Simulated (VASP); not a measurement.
Input:

```
Cu
1.0
    0.00000     1.74489     1.74489
    1.74489     0.00000     1.74489
    1.74489     1.74489     0.00000
Cu
1
Direct
  0.00000   0.00000   0.00000
```

The numbers are results of LDA (Ceperley-Alder, Perdew-Zunger), VASP's LDA PAW potentials (set 64) (plane waves; VASP), not measurements. Run with 520 eV cut-off, 18×18×18 Γ-centred mesh, first-order Methfessel-Paxton smearing of 0.10 eV, potentials Cu.

Give the stress tensor in GPa (positive for a compressed cell).

```
5.84  0.00  0.00
0.00  5.84  0.00
0.00  0.00  5.84
```
The pressure is its mean diagonal, 5.84 GPa.

The compound is Cu in the fcc structure. This cell is one point of a volume scan, at 0.97 of the reference volume.
